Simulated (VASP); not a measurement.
## GaP (relaxed from the WC structure, space group P-6m2): computed properties

These are r2SCAN meta-GGA, VASP's PBE PAW potentials (set 64) (plane waves; VASP 6.6.1) values and carry that method's errors.

For GaP, the space group comes out as P-6m2 (187) and the cell is a = 3.597 Å, b = 3.597 Å, c = 3.103 Å, α = 90.00°, β = 90.00°, γ = 120.00°. The volume per atom is 17.38 Å³/atom, the band gap (over mesh and band path) is none (metal, semimetal or under 0.01 eV) and the density is 4.81 g/cm³.

```cif
data_GaP
_chemical_formula_sum 'Ga1 P1'
_space_group_name_H-M_alt 'P 1'
_space_group_IT_number 1
_cell_length_a 3.59660
_cell_length_b 3.59660
_cell_length_c 3.10344
_cell_angle_alpha 90.000
_cell_angle_beta 90.000
_cell_angle_gamma 120.000
loop_
_space_group_symop_operation_xyz
  'x, y, z'
loop_
_atom_site_label
_atom_site_type_symbol
_atom_site_fract_x
_atom_site_fract_y
_atom_site_fract_z
_atom_site_occupancy
Ga1 Ga 0.00000 0.00000 0.00000 1
P1 P 0.66667 0.33333 0.50000 1
```

The structure was generated: GaP was put into the WC type (P-6m2), which need not be its known phase. It was relaxed first, which changed the volume by +15 %. Symmetry was kept, so distortions that lower it aren't found.
